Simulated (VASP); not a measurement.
Level of theory: r2SCAN meta-GGA, VASP's PBE PAW potentials (set 64) (plane waves; VASP).

Input for VASP

**KPOINTS**
```
Automatic mesh
0
Gamma
8 8 8
0 0 0
```

File POSCAR:
```
SrVO3
1
    3.8713419386     0.0000000000     0.0000000000
    0.0000000000     3.8713419386     0.0000000000
    0.0000000000     0.0000000000     3.8713419386
Sr V O
1 1 3
Direct
  0.0000000000   0.0000000000   0.0000000000
  0.5000000000   0.5000000000   0.5000000000
  0.5000000000   0.0000000000   0.5000000000
  0.0000000000   0.5000000000   0.5000000000
  0.5000000000   0.5000000000   0.0000000000
```

### INCAR
```
SYSTEM=SrVO3
PREC=Accurate; ENCUT=520; LREAL=F
LASPH=T
EDIFF=1E-7; NELM=100; ALGO=Normal
LMAXMIX=4; LMIXTAU=T
ISMEAR=1; SIGMA=0.1
METAGGA=R2SCAN
ISIF=2
LWAVE=F; LCHARG=F
```

POTCAR, in this order: Sr_sv V_sv O (PBE.64 set). Program: vasp_std.

The resulting files:

OSZICAR:
```
       N       E                     dE             d eps       ncg     rms          rms(c)
DAV:   1     0.439849497280E+03    0.43985E+03   -0.24653E+04  1680   0.183E+03
DAV:   2    -0.553188821011E+02   -0.49517E+03   -0.49132E+03  2136   0.506E+02
DAV:   3    -0.850511651104E+02   -0.29732E+02   -0.28997E+02  1808   0.133E+02
DAV:   4    -0.860768779880E+02   -0.10257E+01   -0.10253E+01  3008   0.213E+01
DAV:   5    -0.860901757955E+02   -0.13298E-01   -0.10897E-01  2064   0.167E+00    0.394E+01
DAV:   6    -0.637024036879E+02    0.22388E+02   -0.84061E+01  2312   0.775E+01    0.155E+01
DAV:   7    -0.623440987735E+02    0.13583E+01   -0.19102E+01  1824   0.406E+01    0.129E+01
DAV:   8    -0.625436915178E+02   -0.19959E+00   -0.49589E+00  1896   0.183E+01    0.365E+00
DAV:   9    -0.616529757248E+02    0.89072E+00   -0.14773E+00  1968   0.114E+01    0.142E+00
DAV:  10    -0.622922358695E+02   -0.63926E+00   -0.40632E-01  1760   0.565E+00    0.666E-01
DAV:  11    -0.623022241916E+02   -0.99883E-02   -0.19077E-02  2408   0.111E+00    0.365E-01
DAV:  12    -0.623109405921E+02   -0.87164E-02   -0.11883E-02  1904   0.720E-01    0.250E-01
DAV:  13    -0.623231379296E+02   -0.12197E-01   -0.67893E-03  1696   0.889E-01    0.997E-02
DAV:  14    -0.623231506586E+02   -0.12729E-04   -0.26713E-04  1840   0.170E-01    0.783E-02
DAV:  15    -0.623234591135E+02   -0.30845E-03   -0.21759E-04  1800   0.114E-01    0.369E-02
DAV:  16    -0.623234966197E+02   -0.37506E-04   -0.46268E-05  1704   0.690E-02    0.161E-02
DAV:  17    -0.623235027175E+02   -0.60978E-05   -0.17155E-05  1800   0.402E-02    0.760E-03
DAV:  18    -0.623235036904E+02   -0.97295E-06   -0.20367E-06  2016   0.139E-02    0.668E-03
DAV:  19    -0.623235048306E+02   -0.11402E-05   -0.55522E-07  1832   0.708E-03    0.433E-03
DAV:  20    -0.623235058505E+02   -0.10199E-05   -0.45349E-07  1800   0.598E-03    0.255E-03
DAV:  21    -0.623235059201E+02   -0.69625E-07   -0.56059E-07  1712   0.475E-03
   1 F= -.62323506E+02 E0= -.62322842E+02  d E =-.199168E-02
```

File OUTCAR:
```
------------------------ aborting loop because EDIFF is reached ----------------------------------------
  FORCE on cell =-STRESS in cart. coord.  units (eV):
  Direction    XX          YY          ZZ          XY          YZ          ZX
  --------------------------------------------------------------------------------------
  Total       -1.9962680     -1.9962680     -1.9962680     -0.0000000     -0.0000000     -0.0000000
  in kB      -55.1245225    -55.1245225    -55.1245225     -0.0000000     -0.0000000     -0.0000000
  external PRESSURE =     -55.1245225 kB  Pullay stress =       0.0000000 kB
  volume of cell :       58.02
      direct lattice vectors                 reciprocal lattice vectors
     3.871341939  0.000000000  0.000000000     0.258308363  0.000000000  0.000000000
     0.000000000  3.871341939  0.000000000     0.000000000  0.258308363  0.000000000
     0.000000000  0.000000000  3.871341939     0.000000000  0.000000000  0.258308363
 POSITION                                       TOTAL-FORCE (eV/Angst)
 -----------------------------------------------------------------------------------
      0.00000      0.00000      0.00000         0.000000      0.000000      0.000000
      1.93567      1.93567      1.93567         0.000000      0.000000      0.000000
      1.93567      0.00000      1.93567         0.000000      0.000000      0.000000
      0.00000      1.93567      1.93567         0.000000      0.000000      0.000000
      1.93567      1.93567      0.00000         0.000000      0.000000      0.000000
 -----------------------------------------------------------------------------------
    total drift:                                0.000000      0.000000     -0.000000
  FREE ENERGIE OF THE ION-ELECTRON SYSTEM (eV)
  ---------------------------------------------------
  free  energy   TOTEN  =       -62.3235059201 eV

  energy  without entropy=      -62.3215142393  energy(sigma->0) =      -62.32284203
```
(Selected blocks of OUTCAR.)

The compound is SrVO3 in the cubic perovskite structure. This cell is one point of a volume scan, at 1.03 of the reference volume. The run is not spin-polarised, so no magnetic state was tried. The electron count is odd and the run is not spin-polarised, which forces a metal.
